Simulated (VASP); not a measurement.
A run of VASP 6.6.1 is set up as follows.

File INCAR:

```
SYSTEM = Co2CS2
PREC = Accurate
ENCUT = 520
EDIFF = 1E-6
ISMEAR = -1
SIGMA = 0.1
LREAL = .FALSE.
LASPH = .TRUE.
NELM = 150
ALGO = Normal
ISIF = 2
LWAVE = .FALSE.
LCHARG = .FALSE.
ISPIN = 2
MAGMOM = 0 0 0 0 0
LORBIT = 11
LMAXMIX = 4
LDAU = .TRUE.
LDAUTYPE = 2
LDAUL = 2 -1 -1
LDAUU = 4 0 0
LDAUJ = 0 0 0
LDAUPRINT = 1
GGA = PE
NBANDS = 29
```

The input KPOINTS:

```
Automatic mesh
0
Gamma
  7 7 3
  0.5 0.5 0.5
```

The input POSCAR:

```
Co2CS2
1.0
    3.0948459251     -0.0009042566      0.0184355493
   -1.5482060718      2.6797630637     -0.0184355493
    0.0482008569     -0.0278287777      8.9263948530
Co S C
2 2 1
Direct
    0.3486377662      0.6513622338      0.1100788179
    0.6513622338      0.3486377662      0.8899211821
    0.3246332008      0.6753667992      0.7375478290
    0.6753667992      0.3246332008      0.2624521710
    0.0000000000      0.0000000000      0.0000000000
```

Potentials or basis: VASP PAW PBE potentials, release 64 (Co, S, C).

Launch:

```console
$ cat potpaw_PBE.64/Co/POTCAR potpaw_PBE.64/S/POTCAR potpaw_PBE.64/C/POTCAR > POTCAR
$ mpirun -np 1 vasp_std > vasp.out
```

Q: What does it give for the pressure?

A: -3.1 GPa.

Q: Predict the largest force.

A: 0.295 eV/Å.

Q: Predict the net moment.

A: 0.00 μB per cell.

Q: What does it give for the band gap on the k mesh?

A: None (metal or under the smearing width).

Stress tensor (GPa, compression positive):
```
-3.22 -0.24  0.21
-0.24 -3.50 -0.12
 0.21 -0.12 -2.71
```

Caveat: this functional lacks dispersion, which binds the layers, so the pressure and a relaxed spacing across them are unreliable. The state reached can hang on the start; a lower one may exist.
